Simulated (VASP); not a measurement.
Given:

```
AlO4P
1.0
   -2.50440     2.50440     3.68059
    2.50440    -2.50440     3.68059
    2.50440     2.50440    -3.68059
Al P O
1 1 4
Direct
  0.00000   0.00000   0.00000
  0.75000   0.25000   0.50000
  0.96187   0.59866   0.82503
  0.40134   0.22637   0.36321
  0.77363   0.13684   0.17497
  0.86316   0.03813   0.63679
```

The numbers are results of LDA (Ceperley-Alder, Perdew-Zunger), VASP's LDA PAW potentials (set 64) (plane waves; VASP), not measurements. Run with 520 eV cut-off, 8×8×8 Γ-centred mesh, Gaussian smearing of 0.010 eV, potentials Al P O.

Question: Give the direction-averaged independent-particle dielectric function (no local fields, no excitons; a broadening of 0.1 eV leaves a tail below the gap, and fine structure carries the noise of the k-mesh).

Answer: 
| ħω (eV) | ε₁ | ε₂ |
|---|---|---|
| 0.00 | 2.27 | 0.00 |
| 0.50 | 2.27 | 0.00 |
| 1.10 | 2.28 | 0.00 |
| 1.70 | 2.29 | 0.00 |
| 2.20 | 2.31 | 0.00 |
| 2.80 | 2.34 | 0.01 |
| 3.40 | 2.38 | 0.01 |
| 3.90 | 2.42 | 0.01 |
| 4.50 | 2.48 | 0.01 |
| 5.10 | 2.56 | 0.02 |
| 5.60 | 2.65 | 0.02 |
| 6.20 | 2.80 | 0.03 |
| 6.80 | 3.01 | 0.07 |
| 7.30 | 3.32 | 0.16 |
| 7.90 | 3.54 | 0.57 |
| 8.50 | 3.77 | 0.86 |
| 9.00 | 3.91 | 1.75 |
| 9.60 | 3.20 | 2.68 |
| 10.20 | 1.98 | 2.81 |
| 10.70 | 1.89 | 2.33 |
| 11.30 | 1.88 | 2.45 |
| 11.90 | 1.36 | 2.09 |
| 12.40 | 1.36 | 1.81 |
| 13.00 | 1.22 | 1.76 |
| 13.60 | 1.39 | 1.44 |
| 14.10 | 1.89 | 1.67 |
| 14.70 | 1.46 | 2.11 |
| 15.30 | 0.98 | 2.01 |
| 15.80 | 0.83 | 2.04 |
| 16.40 | 0.67 | 1.94 |
| 17.00 | 0.49 | 1.65 |
| 17.60 | 0.25 | 1.53 |
ε₂ peaks at 10.1 eV (height 2.8), 11.3 eV (height 2.5), 14.4 eV (height 2.3); ε₁(0) averages 2.27, so the electronic refractive index below the gap tends to √2.27 = 1.51.

The structure comes from a computed database's AlPO4 entry (I-4); how it stands against other phases isn't given here. It was relaxed first.
